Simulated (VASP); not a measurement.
Input:

```xyz
3
Lattice="0.0000 3.1947 3.1947 3.1947 0.0000 3.1947 3.1947 3.1947 0.0000" Properties=species:S:1:pos:R:3 pbc="T T T"
Na     1.5974     1.5974     1.5974
Na     4.7921     4.7921     4.7921
S      0.0000     0.0000     0.0000
```

The numbers are results of optB88-vdW, VASP's PBE PAW potentials (set 64) (plane waves; VASP), not measurements. Numerical set-up: 520 eV cut-off, 6×6×6 Γ-centred mesh, Gaussian smearing of 0.050 eV, potentials Na_pv S.

Problem. Give the stress tensor in GPa (positive for a compressed cell).

Solution. 
```
1.96  0.00  0.00
0.00  1.96  0.00
0.00  0.00  1.96
```
The pressure is its mean diagonal, 1.96 GPa.

The compound is Na2S in the antifluorite structure. This cell is one point of a volume scan, at 0.94 of the reference volume.
